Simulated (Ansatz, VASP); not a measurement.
**GaN in two plane-wave programs**

Wanted: the spread between two codes on one cell, functional and k mesh. The structure shown comes from an earlier Ansatz run, which isn't shown and may have moved the atoms alone.

Method: plane waves, with VASP 6.6.1 beside it; elastic constants at LDA, in Ansatz 0.2.0.

## Step 1: Set-up

Symmetry: P6_3mc, No. 186, hexagonal system. The conventional cell has a = 3.191 Å, b = 3.191 Å, c = 5.206 Å, α = 90.00°, β = 90.00°, γ = 120.00°. Nearest to Ga lie 4 N at 1.95 to 1.96 Å. Nearest to N lie 4 Ga at 1.95 to 1.96 Å. Farther neighbours and most contacts between anions are not listed.

Structure file:

```cif
data_structure
_symmetry_space_group_name_H-M 'P6_3mc'
_symmetry_Int_Tables_number 186
_cell_length_a 3.1911
_cell_length_b 3.1911
_cell_length_c 5.2064
_cell_angle_alpha 90.000
_cell_angle_beta 90.000
_cell_angle_gamma 120.000
_cell_volume 45.92
loop_
_atom_site_label
_atom_site_type_symbol
_atom_site_symmetry_multiplicity
_atom_site_Wyckoff_symbol
_atom_site_fract_x
_atom_site_fract_y
_atom_site_fract_z
_atom_site_occupancy
Ga1 Ga 2 b 0.33333 0.66667 0.99946 1
N1 N 2 b 0.33333 0.66667 0.37554 1
```

## Step 2: Ansatz: elastic constants, LDA

Ansatz runs on its default PAW (the set named soft_2) files.

Elastic constants are differences of stresses under small strains, so they test the stress and the mesh.

input.yaml reads:

```yaml
crystal:
  lattice:
    - [3.1911292655, 0.0, 0.0]
    - [-1.5955646327, 2.7635990106, 0.0]
    - [0.0, 0.0, 5.2063983844]
  atoms:
    - { symbol: Ga, position: [0.3333333333, 0.6666666667, -0.0005551274] }
    - { symbol: Ga, position: [0.6666666667, 0.3333333333, 0.4994448726] }
    - { symbol: "N", position: [0.3333333333, 0.6666666667, 0.3755551274] }
    - { symbol: "N", position: [0.6666666667, 0.3333333333, 0.8755551274] }
kpoints:
  mp_grid: { grid: [6, 6, 4] }
hamiltonian:
  xc: lda
scf:
  occupations: { method: fixed }
output:
  forces: true
  stress: true
  eigenvalues: true
basis:
  ecutwfc: 260.0
elastic:
  mode: relaxed_ion
  stencil: two_point
```

The run is started by

```sh
$ ansatz run input.yaml --threads 4 --pin off --max-ram 14336MiB --backend cpu --events-out ev --progress --plain --runs-dir out
```

Numbers of over 12 decimals in the logs are rounded to 6 here.

Output:

```text
Warning: basis.ecutwfc = 260 eV is below the records' recommended 420 eV, and the density's cutoff is lower with it unless basis.ecutrho_ratio is high enough to keep the records' density cutoff: compare with a run at a higher cutoff
Engine: ansatz 0.2.0, aarch64-unknown-linux-gnu
Pseudopotentials: kind: paw
Pseudopotential: Ga, paw, valence charge 13, recommended cutoff 420 eV (normal), Ga.paw.azcp
Pseudopotential: N, paw, valence charge 5, recommended cutoff 420 eV (normal), N.paw.azcp
Functional definition: SPW92
  exchange = slater_x
  correlation = pw_c
Crystal: 4 atoms, lattice volume = 45.915 Å³
Basis set: ecut = 260 eV, 427 PW (Γ)
Bands: 22, of which v1, the nominal top of the filled ones, is band 18 counted from 1 (17 counted from 0)
Symmetry: 12 space group operations
Space group: P63mc (ITA 186), of the structure as read, at distance tolerance 3.6e-5 Å
k-points: 21 of 144 (time reversal used)
Non-local potential: Ga, projectors of the file, l = 0: 2, l = 1: 2, l = 2: 3, l = 3: 1
Non-local potential: N, projectors of the file, l = 0: 2, l = 1: 2, l = 2: 1
PAW form: soft (Blöchl's): semilocal exchange-correlation on the pseudo side does not see the compensation charge
PAW frozen core: Ga, regenerated for the run's functional, and the local potential with it (the file was generated under x = pbe(κ = 0.804, μ = 0.219515), c = pbe(β = 0.066725))
PAW frozen core: N, regenerated for the run's functional, and the local potential with it (the file was generated under x = pbe(κ = 0.804, μ = 0.219515), c = pbe(β = 0.066725))
PAW one-centre angular grid: Ga, 590 points (default); XC on 64 Gauss nodes
PAW one-centre angular grid: N, 110 points (default); XC on 64 Gauss nodes
Initial density: superposition of atomic densities (neutral atoms: chi_scale 0, normalization atom), corrected by the library's trained network
Initial wavefunctions: pseudopotential atomic-orbital guess
Functional: x = slater, c = lda
SCF iter   1: F=—  HF=-8161.187381 eV  |F-HF|=—  |Δ(HF+E_count)|=         —  Δρ=3.30e-2  dr2=3.26e-1  ethr=1.77e-3  ⟨swp⟩=4.0  Hψ=1551  notcnv=0  defer=23
preconditioner: auto → Resta (q_TF=auto, 2.620 Å⁻¹)  ε∞=5.0  [insulator: Δε(μ)=1.410 eV  Ē_g=16.495 eV  n_scr=22 (ndim 8)  ℏωp=32.9 eV  f_vac=0.015  ε∞_Penn≈5.0]
SCF iter   2: F=—  HF=-8160.885579 eV  |F-HF|=—  |Δ(HF+E_count)|=   3.02e-1  Δρ=1.21e-2  dr2=3.40e-2  ethr=9.05e-4  ⟨swp⟩=2.0  Hψ=1050  notcnv=0  defer=40
SCF iter   3: F=—  HF=-8160.883415 eV  |F-HF|=—  |Δ(HF+E_count)|=   2.16e-3  Δρ=5.95e-3  dr2=7.91e-3  ethr=9.44e-5  ⟨swp⟩=2.0  Hψ=612  notcnv=0  defer=40
SCF iter   4: F=—  HF=-8160.880668 eV  |F-HF|=—  |Δ(HF+E_count)|=   2.75e-3  Δρ=1.96e-3  dr2=1.75e-3  ethr=2.20e-5  ⟨swp⟩=2.8  Hψ=823  notcnv=0  defer=40
SCF iter   5: F=—  HF=-8160.879930 eV  |F-HF|=—  |Δ(HF+E_count)|=   7.38e-4  Δρ=3.40e-4  dr2=4.29e-5  ethr=4.86e-6  ⟨swp⟩=2.0  Hψ=844  notcnv=0  defer=40
SCF iter   6: F=—  HF=-8160.879957 eV  |F-HF|=—  |Δ(HF+E_count)|=   2.67e-5  Δρ=8.24e-5  dr2=1.45e-6  ethr=1.19e-7  ⟨swp⟩=2.0  Hψ=840  notcnv=0  defer=2
SCF iter   7: F=—  HF=-8160.879963 eV  |F-HF|=—  |Δ(HF+E_count)|=   6.51e-6  Δρ=9.92e-6  dr2=4.69e-8  ethr=4.02e-9  ⟨swp⟩=2.0  Hψ=832  notcnv=0
SCF iter   8: F=—  HF=-8160.879963 eV  |F-HF|=—  |Δ(HF+E_count)|=   3.61e-9  Δρ=1.93e-6  dr2=1.72e-9  ethr=1.30e-10  ⟨swp⟩=2.1  Hψ=784  notcnv=0
SCF iter   9: F=—  HF=-8160.879963 eV  |F-HF|=—  |Δ(HF+E_count)|=  2.68e-10  Δρ=2.69e-7  dr2=3.73e-11  ethr=4.77e-12  ⟨swp⟩=3.0  Hψ=850  notcnv=0
SCF iter  10: F=—  HF=-8160.879963 eV  |F-HF|=—  |Δ(HF+E_count)|=  5.46e-12  Δρ=3.83e-8  dr2=6.50e-13  ethr=1.04e-13 (applied; sched 1.00e-12)  ⟨swp⟩=2.1  Hψ=608  notcnv=0
SCF iter  11: F=-8160.879963 eV  HF=-8160.879963 eV  |F-HF|=2.73e-12  |Δ(HF+E_count)|=  2.73e-12  Δρ=5.54e-9  dr2=1.42e-14  ethr=1.00e-12  ⟨swp⟩=5.0  Hψ=1784  notcnv=0
SCF 1 converged in 11 iterations: F = -8160.879963 eV  dr2 = 1.42e-14
  greatest PAW one-centre occupation: 0.994 electrons in one spin orbital (limit 2), on the Ga atom at site 0 (counted from 0), in its partial waves of l = 2
relax step   1: F+E_penalty+E_count = -8160.87996301 eV  Δ(F+E_penalty+E_count) = +0.000e0 eV  max|allowed force component| = 2.777e-3 eV/Å  Δτ_max = 0.0000 Å  (11 SCF iters, accepted)
[...]
relax step   3: F+E_penalty+E_count = -8160.89348786 eV  Δ(F+E_penalty+E_count) = -3.217e-7 eV  max|allowed force component| = 2.819e-4 eV/Å  Δτ_max = 0.0001 Å  (7 SCF iters, accepted)
[...]
relax step   4: F+E_penalty+E_count = -8160.89348787 eV  Δ(F+E_penalty+E_count) = -7.783e-9 eV  max|allowed force component| = 5.822e-5 eV/Å  Δτ_max = 0.0000 Å  (6 SCF iters, accepted)
[...]
relax step   5: F+E_penalty+E_count = -8160.89348787 eV  Δ(F+E_penalty+E_count) = -1.892e-10 eV  max|allowed force component| = 7.654e-6 eV/Å  Δτ_max = 0.0000 Å  (4 SCF iters, accepted)
iter 1 solved again at ethr=1.00e-12 eV; its pass at ethr=3.10e-3 eV (dr2=3.62e-13 eV) is discarded
SCF iter   1: F=—  HF=-8160.893488 eV  |F-HF|=—  |Δ(HF+E_count)|=         —  Δρ=8.89e-9  dr2=4.78e-14  ethr=1.00e-12  ⟨swp⟩=2.1  Hψ=4712  notcnv=0
SCF iter   2: F=-8160.893488 eV  HF=-8160.893488 eV  |F-HF|=0.00e0  |Δ(HF+E_count)|=  9.09e-12  Δρ=5.04e-9  dr2=1.52e-14  ethr=1.00e-12  ⟨swp⟩=4.0  Hψ=3209  notcnv=0
SCF 33 converged in 2 iterations: F = -8160.893488 eV  dr2 = 1.52e-14
SCF converged after 6 iterations
Free energy (F): -8160.879964 eV
Harris-Foulkes:  -8160.879964 eV  (|F-HF|=1.82e-12)
Internal energy: -8160.879964 eV  (E = F + TS)
E sigma→0 (E₀):  -8160.879964 eV
Fermi energy:    9.343199 eV
--- Per-component energies (eV) ---
  E_band       = -43.168094
  E_kinetic    = 498.453272
  E_local      = -3924.837280  (includes V_loc(G=0)·N_el)
  E_nonlocal   = 972.514816
  E_hartree    = 1804.703722
  E_xc         = -256.688329
  E_vxc        = -269.747331  (∫ρ·V_xc dr)
  E_paw        = -4090.349490  (= ΣΔE_a)
  E_vpaw       = -928.929733  (= ΣTr[D̂ρ^β])
  E_aug_tail   = -0.029282  (compensation charges beyond the density's cutoff)
  E_ewald      = -3168.264441
  E_core_change = 3.617048  (= ΣΔE_core)
  E_smearing   = -0.000000  (= −TS)
  E_closure    = -0.000000  (closes the sum)
  Σ components = -8160.879964   (vs F -8160.879964, Δ=0.00e0)
--- Forces (eV/Å), atoms counted from 1 ---
  atom   1  Ga     0.00000000    -0.00000000     0.00000243
  atom   2  Ga    -0.00000000     0.00000000     0.00000243
  atom   3  N      0.00000000    -0.00000000     0.00000420
  atom   4  N     -0.00000000     0.00000000     0.00000420
  max |Σ_I F_I| component: 1.33e-5 eV/Å
--- Stress (GPa, compression-positive) ---
       -0.013655      -0.000000      -0.000000
       -0.000000      -0.013655       0.000000
       -0.000000       0.000000      -0.030898
  P = ⅓ Tr σ = -0.0194 GPa (-0.194 kbar)
--- Band table (eV; the first three rows and the last of 21) ---
  k-point 0: bands = [... 14 lower, 8.2448, 9.1596, 9.3432, 9.3432, 10.9661, 13.2938, 18.3259, 18.9643]
  k-point 1: bands = [... 14 lower, 8.3434, 8.3434, 9.1490, 9.1490, 12.2230, 13.4000, 17.9294, 18.5756]
  k-point 2: bands = [... 14 lower, 8.6812, 8.6812, 8.6812, 8.6812, 13.2940, 13.2940, 17.5012, 17.5012]
  k-point 20: bands = [... 14 lower, 4.9960, 4.9960, 7.7360, 7.7360, 15.4501, 15.4501, 16.4327, 16.4327]
--- Elastic constants: 3 strain directions × 2 members + reference (group order 12) ---
  dense FFT box of the reference and of every strained cell: 18×18×30
  strains applied: 11, 33, 23; error gains: componentwise 1.00 (the most a stress slope's error grows in a printed constant), spectral 1.41 (1 for all six strains in a standard setting)
  reference relaxed by the batch: 3 steps; max|allowed force component| 2.78e-3 eV/Å at the deck's positions, 8.61e-7 at the last accepted step, 8.85e-7 by the solve of record
  largest displacement 9.7e-5 Å; the constants are those of the deck's cell at these positions:
  atoms:
    - { symbol: Ga, position: [0.333333, 0.666667, -0.000536537] }
    - { symbol: Ga, position: [0.666667, 0.333333, 0.499463] }
    - { symbol: N, position: [0.333333, 0.666667, 0.375537] }
    - { symbol: N, position: [0.666667, 0.333333, 0.875537] }
  C = ∂σ_k/∂η_j (tension-positive GPa; Voigt order 11 22 33 23 13 12):
       438.379    183.387    120.378      0.000     -0.000     -0.000
       183.387    438.379    120.378      0.000     -0.000     -0.000
       172.112    172.112    421.571      0.000     -0.000      0.000
         0.000      0.000      0.000    107.383     -0.000      0.000
        -0.000      0.000      0.000     -0.000    107.383      0.000
        -0.000      0.000      0.000     -0.000      0.000    127.496
  reference stress σ⁰ (GPa):      0.014      0.014      0.031     -0.000      0.000      0.000
  C* (energy form; C + prestress term) asymmetry max|C*_kj − C*_jk| = 5.175e1 GPa — a small one proves nothing (zero by symmetry where the batch's group is 432, −43m or m−3m); a large one is finite-difference/SCF noise where every solve meets its electron count
  moduli (Voigt/Reuss/Hill, GPa): K = 250.01/249.27/249.64   G = 123.28/121.51/122.39   E = 315.60   ν = 0.289
  mechanically stable: yes (min eigenvalue of sym C = 107.38 GPa)
  strain η (Voigt 11):  stress-route row diagonal C_11 = 438.38 GPa, energy-path curvature d²(F+E_count+ΔE)/dδ²/Ω₀ = 177.46 GPa
         δ    σ_11 (GPa)             F (eV)   n_scf  n_hpsi   n_pw
    -2.000e-3      -0.9724       -8160.8711002       2    6911    458   relax 4 steps, max|allowed force component| 1.99e-5 eV/Å
     2.000e-3       0.7811       -8160.8982821       2    6921    458   relax 3 steps, max|allowed force component| 2.38e-6 eV/Å
  strain η (Voigt 33):  stress-route row diagonal C_33 = 421.57 GPa, energy-path curvature d²(F+E_count+ΔE)/dδ²/Ω₀ = 520.00 GPa
         δ    σ_33 (GPa)             F (eV)   n_scf  n_hpsi   n_pw
    -2.000e-3      -0.8416       -8160.8700826       2    3699    458   relax 3 steps, max|allowed force component| 3.62e-6 eV/Å
     2.000e-3       0.8446       -8160.9151453       2    3700    458   relax 3 steps, max|allowed force component| 8.10e-7 eV/Å
  strain η (Voigt 23):  stress-route row diagonal C_44 = 107.38 GPa, energy-path curvature d²(F+E_count+ΔE)/dδ²/Ω₀ = 73.11 GPa
         δ    σ_23 (GPa)             F (eV)   n_scf  n_hpsi   n_pw
    -2.000e-3      -0.2148       -8160.8934879       2    8283    458   relax 5 steps, max|allowed force component| 1.53e-5 eV/Å
     2.000e-3       0.2148       -8160.8934879       2    8297    458   relax 5 steps, max|allowed force component| 7.65e-6 eV/Å
```

The column dr2 measures how far the density is from self-consistency, as an energy; F and HF (Harris–Foulkes) agree once it is small.

[end of part 1 of 2]

[Lines on the potential files, build, host, timing and source positions are cut from VASP's logs without a mark.]

[Logs are printed without paths, hosts, clocks, repeated set-up lines and the standing remarks that a program may print on its own settings, such as how far it seeks lower states.]

[Hosts, paths, dates, database ids (printed as entryN), source tags and the programs' standing remarks are cut or masked in the printed files.]
